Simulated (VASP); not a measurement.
Here is the system:

```xyz
3
Lattice="4.5717 0.0000 0.0000 -2.2858 3.9592 0.0000 0.0000 0.0000 2.6283" Properties=species:S:1:pos:R:3 pbc="T T T"
Mo     0.0000     0.0000     0.0000
Ge     0.0000     2.6395     1.3141
Ge     2.2858     1.3197     1.3141
```

These are r2SCAN meta-GGA, VASP's PBE PAW potentials (set 64) (plane waves; VASP 6.6.1) values and carry that method's errors. Run with 400 eV cut-off, 9×9×13 Γ-centred mesh, tetrahedra with Blöchl corrections, potentials Mo_sv Ge_d.

Problem. Predict the energy per atom (σ→0), band gap (over mesh and band path) with the smallest direct gap where there is one.

Solution. 
| Property | Value |
|---|---|
| band gap (over mesh and band path) | none (metal, semimetal or under 0.01 eV) |
| energy per atom (σ→0) | -17.431 eV/atom |

The absolute energy has meaning only against runs of the same code, potentials and settings.

The structure was generated: Ge2Mo was put into the AlB2 type (P6/mmm), which need not be its known phase. It was relaxed first, which changed the volume by -44 %.
